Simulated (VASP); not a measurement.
An input for Ansatz (written as the equivalent of a VASP run, and not itself run):

Ansatz 0.2 input:
```yaml
crystal:
  lattice:
    - [0.0000000, 2.0520000, 2.0520000]
    - [2.0520000, 0.0000000, 2.0520000]
    - [2.0520000, 2.0520000, 0.0000000]
  atoms:
    - { symbol: Ni, position: [0.0000000, 0.0000000, 0.0000000], spin: 0.8 }
    - { symbol: O, position: [0.5000000, 0.5000000, 0.5000000], spin: 0.1 }
kpoints:
  mp_grid: { grid: [17, 17, 17] }
hamiltonian:
  xc: pbesol
  pseudopotentials: { kind: paw }
magnetization: { spin_polarized: true }
scf:
  occupations: { method: tetrahedron }
  max_iter: 100
output: { forces: true, stress: true, eigenvalues: true }
```

Q: Translate this input to VASP (INCAR, KPOINTS, POSCAR, choice of POTCAR).

A: Several could match; the one computed here: 
### KPOINTS
```
K-points
0
gamma
17 17 17
```

**INCAR**
```
SYSTEM = NiO
PREC = Accurate
ENCUT = 520
EDIFF = 1E-7
NELM = 100
ALGO = Normal
LREAL = .FALSE.
LASPH = .TRUE.
ISMEAR = -5
GGA = PS
LMAXMIX = 4
ISPIN = 2
MAGMOM = 0.8 0.1
LORBIT = 11
LWAVE = .FALSE.
LCHARG = .TRUE.
NEDOS = 601
ISIF = 2
```

### POSCAR
```
NiO
2.9019660
  0.0000000000   0.7071068372   0.7071068372
  0.7071068372   0.0000000000   0.7071068372
  0.7071068372   0.7071068372   0.0000000000
Ni O
1 1
Direct
  0.0000000000   0.0000000000   0.0000000000
  0.5000000000   0.5000000000   0.5000000000
```

POTCAR, in this order: Ni O (PBE.64 set). Program: vasp_std.

Limits of the translation: each code has its own PAW files, so the cut-off isn't converted (ENCUT is set for VASP's; basis.ecutwfc is left out, and Ansatz then takes the one that its files recommend); Ansatz stops its SCF on the density residual and VASP on the energy change (EDIFF).

The structure was generated: NiO was put into the rock salt type (Fm-3m), which need not be its known phase. The cell was not relaxed at this level.
